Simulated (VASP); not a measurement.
An input for Ansatz (written as the equivalent of a VASP run, and not itself run):

Ansatz 0.2 input:
```yaml
crystal:
  lattice:
    - [0.0000000, 1.8216721, 1.8216721]
    - [1.8216721, 0.0000000, 1.8216721]
    - [1.8216721, 1.8216721, 0.0000000]
  atoms:
    - { symbol: B, position: [0.0000000, 0.0000000, 0.0000000] }
    - { symbol: N, position: [0.2500000, 0.2500000, 0.2500000] }
kpoints:
  mp_grid: { grid: [12, 12, 12] }
hamiltonian:
  xc: pbe
  dispersion: d4
  pseudopotentials: { kind: paw }
scf:
  occupations: { method: gaussian, width: 0.05 }
  max_iter: 100
output: { forces: true, stress: true, eigenvalues: true }
```

Problem. Translate this input to VASP (INCAR, KPOINTS, POSCAR, choice of POTCAR).

Solution. Several could match; the one computed here: 
POSCAR:
```
BN
1
    0.0000000000     1.8216721413     1.8216721413
    1.8216721413     0.0000000000     1.8216721413
    1.8216721413     1.8216721413     0.0000000000
B N
1 1
Direct
  0.0000000000   0.0000000000   0.0000000000
  0.2500000000   0.2500000000   0.2500000000
```

**KPOINTS**
```
K-points
0
Gamma
 12 12 12
0 0 0
```

### INCAR
```
! general
SYSTEM = BN
PREC   = Accurate
ENCUT  = 520   ! plane-wave cut-off (eV)
LREAL  = .False.
LASPH  = .True.   ! aspherical one-centre terms

! electronic loop
EDIFF  = 1E-7   ! SCF stop (eV)
NELM   = 100   ! most electronic steps
ALGO   = Normal

! smearing
ISMEAR = 0
SIGMA  = 0.05   ! width (eV)

! functional
GGA    = PE   ! PBE
IVDW   = 13   ! D4

! ions
ISIF   = 2   ! forces and stress, cell fixed

! output
LWAVE  = .False.
LCHARG = .False.
```

POTCAR, in this order: B N (PBE.64 set). Program: vasp_std.

What does not carry over: each code has its own PAW files, so the cut-off isn't converted (ENCUT is set for VASP's; basis.ecutwfc is left out, and Ansatz then takes the one that its files recommend); Ansatz stops its SCF on the density residual and VASP on the energy change (EDIFF).

The compound is BN in the zinc blende structure. This cell is one point of a volume scan, at 1.03 of the reference volume.
